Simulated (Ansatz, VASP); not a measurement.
One calculation of Be2I, two programs

```
Be I
1.0
     3.41774    0.00000    0.00000
     0.00000    3.41774    0.00000
     0.00000    0.00000    4.75570
Be I
2 1
Direct
  0.50000 0.00000 0.56579
  0.00000 0.50000 0.43421
  0.00000 0.00000 0.00000
```

Change from the starting cell: ordered vacancies on the anion sites of zinc blende (P-4m2, No. 115).

Alike in both runs: functional PBE; k mesh 14 × 14 × 10; occupations gaussian, width 0.1 eV; no spin polarisation.

Ansatz relaxed the structure, and its values are those at the end. VASP's run is a single point on that final structure, the one shown.

```csv
,VASP,Ansatz
version,VASP 6.6.1,Ansatz 0.2.0
potentials or method,"VASP PAW PBE potentials, release 64 (Be, I)","scalar-relativistic, plane waves, PAW"
plane-wave cutoff (eV),520,420
valence electrons in the cell,11,21
```

|  | VASP | Ansatz | Ansatz less VASP |
| --- | --- | --- | --- |
| gap on the k mesh at the Fermi level (eV) | none | none | - |
| pressure (GPa) | 0.0 | 0.0 | +0.01 |

A gap of «none» marks a metal or a gap that the smearing closes. The two sets of potentials don't hold the same shells in valence.

Caveats: an odd number of electrons without spin polarisation forces a metal; a magnetic or distorted state may lie lower. Spin-orbit coupling is left out, which matters for the levels of I.
